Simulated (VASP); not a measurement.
Energy against volume of BN (zinc blende). All values below come from revTPSS meta-GGA, VASP's PBE PAW potentials (set 64) (plane waves; VASP). Numerical set-up: 520 eV cut-off, 12×12×12 Γ-centred mesh, Gaussian smearing of 0.050 eV, potentials B N.

| V (Å³/atom) | E (eV/atom) |
|---|---|
| 5.570 | -9.94070 |
| 5.748 | -9.96227 |
| 5.926 | -9.96928 |
| 6.103 | -9.96364 |

### Question
Fit these four points and predict the energy of the run at 6.281 Å³/atom.

### Answer
A cubic in V^(−2/3), the third-order Birch-Murnaghan form, passes through the four points with V0 = 5.93 Å³/atom and B0 = 379 GPa, and gives -9.9469 eV/atom there. The run gave -9.9470 eV/atom, -0.1 meV/atom from the fit; all five points give B0 = 378 GPa.

The compound is BN in the zinc blende structure. It was relaxed first.
